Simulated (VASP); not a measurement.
Energy against volume of Tc (hcp). All values below come from PBEsol GGA, VASP's PBE PAW potentials (set 64) (plane waves; VASP). Numerical set-up: 520 eV cut-off, 15×15×9 Γ-centred mesh, first-order Methfessel-Paxton smearing of 0.10 eV, potentials Tc_pv.

Shape and ions are relaxed at each volume.

```json
[
 {"V (Å³/atom)": "13.549", "E (eV/atom)": "-11.25058"},
 {"V (Å³/atom)": "13.968", "E (eV/atom)": "-11.26480"},
 {"V (Å³/atom)": "14.387", "E (eV/atom)": "-11.25329"},
 {"V (Å³/atom)": "14.806", "E (eV/atom)": "-11.21992"}
]
```

Q: Fit these four points and predict the energy of the run at 13.130 Å³/atom.

A: A cubic in V^(−2/3), the third-order Birch-Murnaghan form, passes through the four points with V0 = 13.98 Å³/atom and B0 = 326 GPa, and gives -11.2061 eV/atom there. The run gave -11.2060 eV/atom, +0.1 meV/atom from the fit; all five points give B0 = 326 GPa.

The compound is Tc in the hcp structure. It was relaxed first.
